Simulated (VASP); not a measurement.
Output of a VASP run:

File OUTCAR:
```
 ion  position               nearest neighbor table
   1  0.250  0.500  0.370-   2 2.63   2 2.63   2 2.63   2 2.63   4 2.67   4 2.67   3 2.72   3 2.72
  LATTYP: Found a simple orthorhombic cell.
 ALAT       =     2.7310629019
 B/A-ratio  =     1.5768165546
 C/A-ratio  =     8.9586069597
 Subroutine PRICEL returns:
 Original cell was already a primitive cell.
 Subroutine GETGRP returns: Found  8 space group operations
The static configuration has the point symmetry C_2h.
 The point group associated with its full space group is D_2h.
The dynamic configuration has the point symmetry C_2h.
 Subroutine INISYM returns: Found  8 space group operations
 Subroutine IBZKPT returns following result:
 Found     24 irreducible k-points:

 Following reciprocal coordinates:
            Coordinates               Weight
  0.000000  0.000000  0.000000      1.000000
  0.142857  0.000000  0.000000      2.000000
  0.285714  0.000000  0.000000      2.000000
  0.428571  0.000000  0.000000      2.000000
  0.000000  0.100000  0.000000      2.000000
  0.142857  0.100000  0.000000      4.000000
  0.285714  0.100000  0.000000      4.000000
  0.428571  0.100000  0.000000      4.000000
  0.000000  0.200000  0.000000      2.000000
  0.142857  0.200000  0.000000      4.000000
  0.285714  0.200000  0.000000      4.000000
  0.428571  0.200000  0.000000      4.000000
  0.000000  0.300000  0.000000      2.000000
  0.142857  0.300000  0.000000      4.000000
  0.285714  0.300000  0.000000      4.000000
  0.428571  0.300000  0.000000      4.000000
  0.000000  0.400000  0.000000      2.000000
  0.142857  0.400000  0.000000      4.000000
  0.285714  0.400000  0.000000      4.000000
  0.428571  0.400000  0.000000      4.000000
  0.000000  0.500000  0.000000      1.000000
  0.142857  0.500000  0.000000      2.000000
  0.285714  0.500000  0.000000      2.000000
  0.428571  0.500000  0.000000      2.000000
   k-points           NKPTS =     24   k-points in BZ     NKDIM =     24   number of bands    NBANDS=     38
   number of dos      NEDOS =    301   number of ions     NIONS =      8
   total plane-waves  NPLWV =  40320
   dimension x,y,z NGX =    24 NGY =   14 NGZ =  120
   dimension x,y,z NGXF=    48 NGYF=   28 NGZF=  240
   ions per type =               8
   PREC   = normal    normal or accurate (medium, high low for compatibility)
   ISTART =      1    job   : 0-new  1-cont  2-samecut
   ICHARG =      0    charge: 1-file 2-atom 10-const
   ISPIN  =      1    spin polarized calculation?
   LNONCOLLINEAR =      F non collinear calculations
   LSORBIT =      F    spin-orbit coupling
   INIWAV =      1    electr: 0-lowe 1-rand  2-diag
   ENCUT  =  400.0 eV  29.40 Ry    5.42 a.u.   7.02  4.45 39.90*2*pi/ulx,y,z
   NELM   =    100;   NELMIN=  4; NELMDL=  0     # of ELM steps
   EDIFF  = 0.1E-05   stopping-criterion for ELM
   LREAL  =      F    real-space projection
   NLSPLINE    = F    spline interpolate recip. space projectors
   LMAXMIX     =    6 max onsite mixed and CHGCAR
   VOSKOWN=      0    Vosko Wilk Nusair interpolation
   EDIFFG = 0.1E-04   stopping-criterion for IOM
   NSW    =      0    number of steps for IOM
   NBLOCK =      1;   KBLOCK =      1    inner block; outer block
   IBRION =     -1    ionic relax: 0-MD 1-quasi-New 2-CG
   NFREE  =      0    steps in history (QN), initial steepest desc. (CG)
   ISIF   =      2    stress and relaxation
   ISYM   =      2    0-nonsym 1-usesym 2-fastsym
   TEIN   =    0.0    initial temperature
   TEBEG  =    0.0;   TEEND  =   0.0 temperature during run
   SMASS  =  -3.00    Nose mass-parameter (am)
   PSTRESS=    0.0 pullay stress
   NELECT =      64.0000    total number of electrons
   EFERMI =   0.00;   METHOD = LEGACY
   ISMEAR =     1;   SIGMA  =   0.10  broadening in eV -4-tet -1-fermi 0-gaus
   IALGO  =     38    algorithm
   LDIAG  =      T    sub-space diagonalisation (order eigenvalues)
   IMIX   =      4    mixing-type and parameters
     AMIX     =   0.40;   BMIX     =  1.00
...
```

File OSZICAR:
```
       N       E                     dE             d eps       ncg     rms          rms(c)
DAV:   1    -0.922576264064E+02   -0.92258E+02   -0.56904E-04  3064   0.131E-01    0.713E-02
DAV:   2    -0.922583137123E+02   -0.68731E-03   -0.58872E-03  3224   0.410E-01    0.197E-01
DAV:   3    -0.922575607449E+02    0.75297E-03   -0.37046E-03  3392   0.351E-01    0.459E-02
DAV:   4    -0.922575229962E+02    0.37749E-04   -0.24083E-04  3160   0.101E-01    0.674E-03
DAV:   5    -0.922575245315E+02   -0.15354E-05   -0.15916E-05  2308   0.241E-02    0.268E-03
DAV:   6    -0.922575245987E+02   -0.67114E-07   -0.67900E-07  1326   0.416E-03
   1 F= -.92257525E+02 E0= -.92255396E+02  d E =-.638714E-02
```

OUTCAR:
```
------------------------ aborting loop because EDIFF is reached ----------------------------------------
  FORCE on cell =-STRESS in cart. coord.  units (eV):
  Direction    XX          YY          ZZ          XY          YZ          ZX
  --------------------------------------------------------------------------------------
  Total       -2.9874457     -7.5984909     -0.3150942      0.0000000      0.0000000      0.0000000
  in kB      -16.6338908    -42.3078707     -1.7544225      0.0000000      0.0000000      0.0000000
  external PRESSURE =     -20.2320613 kB  Pullay stress =       0.0000000 kB
  volume of cell :      287.75
      direct lattice vectors                 reciprocal lattice vectors
     4.306385195  0.000000000  0.000000000     0.232213319  0.000000000  0.000000000
     0.000000000  2.731062902  0.000000000     0.000000000  0.366157806  0.000000000
     0.000000000  0.000000000 24.466519120     0.000000000  0.000000000  0.040872181
 POSITION                                       TOTAL-FORCE (eV/Angst)
 -----------------------------------------------------------------------------------
      1.07660      1.36553      9.06179        -0.000000     -0.000000      0.024147
      3.22979      0.00000      8.41786         0.000000     -0.000000      0.013030
      1.07660      0.00000     11.41135         0.000000      0.000000      0.006232
      3.22979      1.36553     10.64487         0.000000      0.000000     -0.012353
      1.07660      1.36553     13.82165         0.000000      0.000000      0.012353
      3.22979      0.00000     13.05517         0.000000      0.000000     -0.006232
      1.07660      0.00000     16.04866         0.000000      0.000000     -0.013030
      3.22979      1.36553     15.40473         0.000000      0.000000     -0.024147
 -----------------------------------------------------------------------------------
    total drift:                                0.000000      0.000000      0.000000
  FREE ENERGIE OF THE ION-ELECTRON SYSTEM (eV)
  ---------------------------------------------------
  free  energy   TOTEN  =       -92.2575245987 eV

  energy  without entropy=      -92.2511374537  energy(sigma->0) =      -92.25539555

 total charge

# of ion       s       p       d       tot
------------------------------------------
    1        0.680   0.712   5.978   7.370
    2        0.671   0.610   5.984   7.266
    3        0.653   0.772   6.053   7.478
    4        0.677   0.797   6.064   7.538
    5        0.677   0.797   6.064   7.538
    6        0.653   0.772   6.053   7.478
    7        0.671   0.610   5.984   7.266
    8        0.680   0.712   5.978   7.370
--------------------------------------------------
tot          5.362   5.783  48.159  59.304
```
(Selected blocks of OUTCAR.)

### POSCAR
```
Os(100) slab
1
    4.3063851953     0.0000000000     0.0000000000
    0.0000000000     2.7310629019     0.0000000000
    0.0000000000     0.0000000000    24.4665191204
Os
8
Direct
  0.2500000000   0.5000000000   0.3703750760
  0.7500000000   1.0000000000   0.3440564380
  0.2500000000   0.0000000000   0.4664067083
  0.7500000000   0.5000000000   0.4350789747
  0.2500000000   0.5000000000   0.5649210253
  0.7500000000   0.0000000000   0.5335932917
  0.2500000000   0.0000000000   0.6559435620
  0.7500000000   0.5000000000   0.6296249240
```

Question: Write an INCAR and KPOINTS that could have produced this output.

Answer: Several could match; the one computed here: the input of the run itself, PBEsol GGA, plane waves, VASP's PBE PAW potentials (set 64).

**INCAR**
```
! general
SYSTEM   =  Os(100) slab
PREC     =  Normal
ENCUT    =  400
LREAL    =  .FALSE.
LASPH    =  .TRUE.

! electronic loop
EDIFF    =  1E-6
NELM     =  100
NELMIN   =  4
ALGO     =  Normal
LMAXMIX  =  6

! smearing
ISMEAR   =  1
SIGMA    =  0.1

! functional
GGA      =  PS

! output
LWAVE    =  .FALSE.
LCHARG   =  .FALSE.
LORBIT   =  11
LVHAR    =  .TRUE.

! other
LDIPOL   =  .TRUE.
IDIPOL   =  3
DIPOL    =  0.5 0.5 0.5
```

KPOINTS:
```
Automatic mesh
0
Gamma
7 10 1
0 0 0
```

POTCAR, in this order: Os (PBE.64 set). Program: vasp_std. Read from the step before: WAVECAR.

The cell is a thin slab with vacuum, built from Os (hcp): (100) face.
